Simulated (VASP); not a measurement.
GaF: elastic constants with PBEsol

GaF:

```xyz
2
Lattice="3.1659 0.0000 0.0000 0.0000 3.1659 0.0000 0.0000 0.0000 3.1659" Properties=species:S:1:pos:R:3 pbc="T T T"
Ga    0.0000    0.0000    0.0000
F     1.5830    1.5830    1.5830
```

The cell was built by a generator and needn't be a form met in nature.

| Quantity | Value |
| --- | --- |
| Program | VASP 6.6.1 |
| Task | elastic constants |
| Functional | PBEsol |
| Potentials or basis | VASP PAW PBE potentials, release 64 (Ga_d, F) |
| Cutoff | 600 eV |
| k mesh | 6 × 6 × 6 |
| Occupations | fermi-dirac, width 0.05 eV |
| Spin | no spin polarisation |
| Ions in elastic constants | relaxed |
| Further INCAR settings | ALGO = Normal; EDIFF = 1e-08; IBRION = 6; POTIM = 0.015; NSW = 1; ISIF = 3 |

```yaml
Relaxed_volume: 14.57 Å³/atom
Relaxed_cell: a = 3.077 Å, b = 3.077 Å, c = 3.077 Å, α = 90.00°, β = 90.00°, γ = 90.00°
Space_group_after_relaxing_to_0.05_Å: Pm-3m (No. 221)
Elastic_constants_C11_C12_C44: 71, 53, -1 GPa
Voigt_bulk_modulus: 59 GPa
Highest_phonon_frequency_at_Γ_LO-TO_splitting_left_out: 1 cm⁻¹
Most_unstable_mode: 133i cm⁻¹
```

Step by step:
| step | energy change (eV) | largest force (eV/Å) | pressure (GPa) | volume (Å³) |
| --- | --- | --- | --- | --- |
| 1 | 0.0000 | 0.0000 | -3.79 | 31.73 |
| 2 | -0.0297 | 0.0000 | -1.66 | 30.04 |
| 3 | -0.0345 | 0.0000 | -0.05 | 29.17 |
| 4 | -0.0345 | 0.0000 | 0.05 | 29.12 |
| 5 | -0.0345 | 0.0000 | 0.01 | 29.14 |

Final structure:
```cif
data_structure
_symmetry_space_group_name_H-M 'P 1'
_symmetry_Int_Tables_number 1
_cell_length_a 3.0772
_cell_length_b 3.0772
_cell_length_c 3.0772
_cell_angle_alpha 90.000
_cell_angle_beta 90.000
_cell_angle_gamma 90.000
_cell_volume 29.14
loop_
_atom_site_label
_atom_site_type_symbol
_atom_site_fract_x
_atom_site_fract_y
_atom_site_fract_z
_atom_site_occupancy
Ga1 Ga 0.00000 0.00000 0.00000 1
F1 F 0.50000 0.50000 0.50000 1
```

Phonon frequencies in cm⁻¹ (negative: imaginary):
```csv
q point,frequencies
"(0.000, 0.000, 0.000)",-133 -133 -133 1 1 1
```

Elastic tensor in Voigt notation (GPa, in the Cartesian axes of the cell as first typed):
```
71 53 53  0  0  0
53 71 53  0  0  0
53 53 71  0  0  0
 0  0  0 -1  0  0
 0  0  0  0 -1  0
 0  0  0  0  0 -1
```

Clamped-ion elastic tensor (GPa):
```
71 53 53  0  0  0
53 71 53  0  0  0
53 53 71  0  0  0
 0  0  0 -1  0  0
 0  0  0  0 -1  0
 0  0  0  0  0 -1
```

It took 2.4 min on 1 thread of Intel(R) Xeon(R) 6975P-C (Granite Rapids), on a shared host, peak memory 0.22 GiB.

Caveat: some modes are imaginary; the elastic tensor has a negative eigenvalue, so either the cell is unstable as it stands or the mesh is too thin; the PAW data sets were made with another functional, which shifts forces and pressure a little.
